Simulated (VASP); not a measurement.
# FGeCl in VASP: reference runs

Aim: a first look at FGeCl with PBE, on the cell as given.

Program: VASP 6.6.1. These are calculated values, not measurements. Logs are shortened: lines on timing, memory, paths and dates and some standing lists are left out, and cuts for length are marked.

## Step 1: The molecule as given

The cell holds a molecule in a box, 3 atoms: a = 11.000 Å, b = 12.000 Å, c = 10.000 Å, α = 90.00°, β = 90.00°, γ = 90.00°.

## Step 2: Single point, PBE

The input, INCAR:

```
PREC     = Accurate       # precision mode
ENCUT    = 520            # plane-wave cutoff, eV
EDIFF    = 1E-7           # SCF threshold, eV
ISMEAR   = 0              # smearing method
SIGMA    = 0.01           # smearing width, eV
LREAL    = F              # projectors in reciprocal space
LASPH    = T              # aspherical terms in the spheres
NELM     = 100            # most SCF steps
ALGO     = Normal         # electronic algorithm
ISIF     = 2              # what is computed and relaxed
LWAVE    = F              # write WAVECAR
LCHARG   = T              # write CHGCAR
GGA      = PE             # functional
LELF     = T              # ELF
LVHAR    = T            
LVACPOTAV= T            
NBANDS   = 21             # bands
```

The input, KPOINTS:

```
Automatic mesh
0
Gamma
  1 1 1
```

The input, POSCAR:

```
GeClF
1.0
   11.0000000000      0.0000000000      0.0000000000
    0.0000000000     12.0000000000      0.0000000000
    0.0000000000      0.0000000000     10.0000000000
F Ge Cl
1 1 1
Direct
    0.5167272700      0.6241583300      0.5342250000
    0.4373454500      0.5089000000      0.4725750000
    0.5650181800      0.3793416700      0.5327050000
```

Potentials or basis: VASP PAW PBE potentials, release 64 (F, Ge_d, Cl).

On the command line:

```sh
$ cat potpaw_PBE.64/F/POTCAR potpaw_PBE.64/Ge_d/POTCAR potpaw_PBE.64/Cl/POTCAR > POTCAR
$ mpirun -np 1 vasp_gam > vasp.out
```

OUTCAR:

```text
PREC = Accurate
   ENCUT = 520
   EDIFF = 1E-7
   ISMEAR = 0
   LREAL = F
   LASPH = T
   NELM = 100
   ISIF = 2
   GGA = PE

 ion  position               nearest neighbor table
   1  0.517  0.624  0.534-   2 1.75
   2  0.437  0.509  0.473-   1 1.75   3 2.18
   3  0.565  0.379  0.533-   2 2.18

  LATTYP: Found a simple orthorhombic cell.
 ALAT       =    10.0000000000
 B/A-ratio  =     1.1000000000
 C/A-ratio  =     1.2000000000

  Lattice vectors:

 A1 = (   0.0000000000,   0.0000000000,  10.0000000000)
 A2 = (  11.0000000000,   0.0000000000,   0.0000000000)
 A3 = (   0.0000000000,  12.0000000000,   0.0000000000)

Analysis of symmetry for initial positions (statically):
=====================================================================
 Subroutine PRICEL returns:
 Original cell was already a primitive cell.

 Routine SETGRP: Setting up the symmetry group for a
 simple orthorhombic supercell.

 Subroutine GETGRP returns: Found  1 space group operations
 (whereof  1 operations were pure point group operations)
 out of a pool of  8 trial point group operations.

The static configuration has the point symmetry C_1 .

Analysis of symmetry for dynamics (positions and initial velocities):
=====================================================================
 Subroutine PRICEL returns:
 Original cell was already a primitive cell.

 Routine SETGRP: Setting up the symmetry group for a
 simple orthorhombic supercell.

 Subroutine GETGRP returns: Found  1 space group operations
 (whereof  1 operations were pure point group operations)
 out of a pool of  8 trial point group operations.

The dynamic configuration has the point symmetry C_1 .

 Subroutine INISYM returns: Found  1 space group operations
 (whereof  1 operations are pure point group operations),
 and found     1 'primitive' translations

----------------------------------------------------------------------------------------

                                     Primitive cell

  volume of cell :    1320.0000

  direct lattice vectors                    reciprocal lattice vectors
    11.000000000  0.000000000  0.000000000     0.090909091  0.000000000  0.000000000
     0.000000000 12.000000000  0.000000000     0.000000000  0.083333333  0.000000000
     0.000000000  0.000000000 10.000000000     0.000000000  0.000000000  0.100000000

  length of vectors
    11.000000000 12.000000000 10.000000000     0.090909091  0.083333333  0.100000000

  position of ions in fractional coordinates (direct lattice)
     0.516727270  0.624158330  0.534225000
     0.437345450  0.508900000  0.472575000
     0.565018180  0.379341670  0.532705000

  ion indices of the primitive-cell ions
   primitive index   ion index
                 1           1
                 2           2
                 3           3

----------------------------------------------------------------------------------------

 KPOINTS: Automatic mesh

Automatic generation of k-mesh.
 Grid dimensions read from file:
 generate k-points for:    1    1    1

 Generating k-lattice:

  Cartesian coordinates                     Fractional coordinates (reciprocal lattice)
     0.090909091  0.000000000  0.000000000     1.000000000  0.000000000  0.000000000
     0.000000000  0.083333333  0.000000000     0.000000000  1.000000000  0.000000000
     0.000000000  0.000000000  0.100000000     0.000000000  0.000000000  1.000000000

  Length of vectors
     0.090909091  0.083333333  0.100000000

  Shift w.r.t. Gamma in fractional coordinates (k-lattice)
     0.000000000  0.000000000  0.000000000

 Subroutine IBZKPT returns following result:
 ===========================================

 Found      1 irreducible k-points:

 Following reciprocal coordinates:
            Coordinates               Weight
  0.000000  0.000000  0.000000      1.000000
   k-points           NKPTS =      1   k-points in BZ     NKDIM =      1   number of bands    NBANDS=     21
   number of dos      NEDOS =    301   number of ions     NIONS =      3
   total plane-waves  NPLWV = 604800
   dimension x,y,z NGX =    84 NGY =   90 NGZ =   80
   dimension x,y,z NGXF=   168 NGYF=  180 NGZF=  160
   ions per type =               1   1   1
   NGX,Y,Z   is equivalent  to a cutoff of  12.70, 12.47, 13.30 a.u.
   NGXF,Y,Z  is equivalent  to a cutoff of  25.39, 24.94, 26.60 a.u.
 SYSTEM =  unknown system
   PREC   = accura    normal or accurate (medium, high low for compatibility)
   ISTART =      0    job   : 0-new  1-cont  2-samecut
   ICHARG =      2    charge: 1-file 2-atom 10-const
   ISPIN  =      1    spin polarized calculation?
   LNONCOLLINEAR =      F non collinear calculations
   LSORBIT =      F    spin-orbit coupling
   LASPH  =      T    aspherical Exc in radial PAW
   ENCUT  =  520.0 eV  38.22 Ry    6.18 a.u.  20.45 22.31 18.59*2*pi/ulx,y,z
   NELM   =    100;   NELMIN=  2; NELMDL= -5     # of ELM steps
   EDIFF  = 0.1E-06   stopping-criterion for ELM
   LREAL  =      F    real-space projection
   EDIFFG = 0.1E-05   stopping-criterion for IOM
   NSW    =      0    number of steps for IOM
   IBRION =     -1    ionic relax: 0-MD 1-quasi-New 2-CG
   NFREE  =      0    steps in history (QN), initial steepest desc. (CG)
   ISIF   =      2    stress and relaxation
   ISYM   =      2    0-nonsym 1-usesym 2-fastsym
   POTIM  = 0.5000    time-step for ionic-motion
   TEBEG  =    0.0;   TEEND  =   0.0 temperature during run
   PSTRESS=    0.0 pullay stress
   NELECT =      28.0000    total number of electrons
   NUPDOWN=      -1.0000    fix difference up-down
   EMIN   =  10.00;   EMAX   =-10.00  energy-range for DOS
   EFERMI =   0.00;   METHOD = LEGACY
   ISMEAR =     0;   SIGMA  =   0.01  broadening in eV -4-tet -1-fermi 0-gaus
   EFERMI_NEDOS =   21; number of points for ismear=-14 and -15
   IALGO  =     38    algorithm
   IMIX   =      4    mixing-type and parameters
     AMIX     =   0.40;   BMIX     =  1.00
     AMIX_MAG =   1.60;   BMIX_MAG =  1.00
  volume/ion in A,a.u.               =     440.00      2969.27
  Fermi-wavevector in a.u.,A,eV,Ry     =   0.453179  0.856384  2.794242  0.205371
  Thomas-Fermi vector in A             =   1.435452
   LORBIT       =      0    0 simple, 1 ext, 2 COOP (PROOUT), +10 PAW based schemes
   GGA     = PE    functional components
   LHFCALC =     F    Hartree Fock is set to
   AEXX    =    0.0000 exact exchange contribution
   IVDW    =     0    specifies the selected vdW correction
   LEPSILON=     F    determine dielectric tensor
   LRPA    =     F    only Hartree local field effects (RPA)
 non-spin polarized calculation
 Gauss-broadening in eV      SIGMA  =   0.01
  energy-cutoff  :      520.00
  volume of cell :     1320.00
 maximum number of plane-waves:     17809
 NGX is ok and might be reduce to    84
   NGX = 41   NGY = 45   NGZ = 37

 number of electron      28.0000004 magnetization

 Free energy of the ion-electron system (eV)
  ---------------------------------------------------
  ext. energy  EPLUGINS =         0.00000000
  ---------------------------------------------------
  free energy    TOTEN  =       -11.82837658 eV

  energy without entropy =      -11.82837658  energy(sigma->0) =      -11.82837658

 E-fermi :  -7.0024     XC(G=0):  -0.9275

 val. band max:       -7.0492078707   @ k =   0.0000   0.0000   0.0000
 cond. band min:      -3.2966926394   @ k =   0.0000   0.0000   0.0000
 fundamental gap:      3.7525152313
 Fermi energy:        -7.0024448626

 k-point     1 :       0.0000    0.0000    0.0000
  band No.  band energies     occupation
      1     -30.3835      2.00000
      2     -29.8816      2.00000
      3     -29.8679      2.00000
      4     -29.8079      2.00000
      5     -29.6851      2.00000
      6     -28.0704      2.00000
[... 13 lines left out ...]
     20       1.0926      0.00000
     21       1.2054      0.00000

------------------------ aborting loop because EDIFF is reached ----------------------------------------

  FORCE on cell =-STRESS in cart. coord.  units (eV):
  Direction    XX          YY          ZZ          XY          YZ          ZX
  --------------------------------------------------------------------------------------
  -------------------------------------------------------------------------------------
  Total        0.5315616      1.2555426      0.1546902      0.1815023      0.2349524      0.3530444
  in kB        0.6451939      1.5239408      0.1877584      0.2203022      0.2851784      0.4285150
  external PRESSURE =       0.7856310 kB  Pullay stress =       0.0000000 kB

 VOLUME and BASIS-vectors are now :
 -----------------------------------------------------------------------------
  energy-cutoff  :      520.00
  volume of cell :     1320.00
      direct lattice vectors                 reciprocal lattice vectors
    11.000000000  0.000000000  0.000000000     0.090909091  0.000000000  0.000000000
     0.000000000 12.000000000  0.000000000     0.000000000  0.083333333  0.000000000
     0.000000000  0.000000000 10.000000000     0.000000000  0.000000000  0.100000000

 POSITION                                       TOTAL-FORCE (eV/Angst)
 -----------------------------------------------------------------------------------
      5.68400      7.48990      5.34225         0.363712      0.645606      0.266476
      4.81080      6.10680      4.72575        -0.571298     -0.374026     -0.352248
      6.21520      4.55210      5.32705         0.207585     -0.271579      0.085772
 -----------------------------------------------------------------------------------
    total drift:                               -0.000791     -0.000010     -0.000318

  FREE ENERGIE OF THE ION-ELECTRON SYSTEM (eV)
  ---------------------------------------------------
  free  energy   TOTEN  =       -11.8283765774 eV

  energy  without entropy=      -11.8283765774  energy(sigma->0) =      -11.82837658
```

Run time: 2.9 min. Hardware: 1 thread of AMD EPYC 7R13 (Zen 3), shared host; peak memory 0.99 GiB.

Results:

| Item | Value |
| --- | --- |
| Free energy | -11.8284 eV |
| Largest force | 0.787 eV/Å |
| Gap between the frontier levels | 3.75 eV |

Forces in eV/Å, atoms in the order of the input:
```
F    0.364  0.646  0.266
Ge  -0.571 -0.374 -0.352
Cl   0.208 -0.272  0.086
```

As with any semilocal functional, this PBE gap is likely too small.
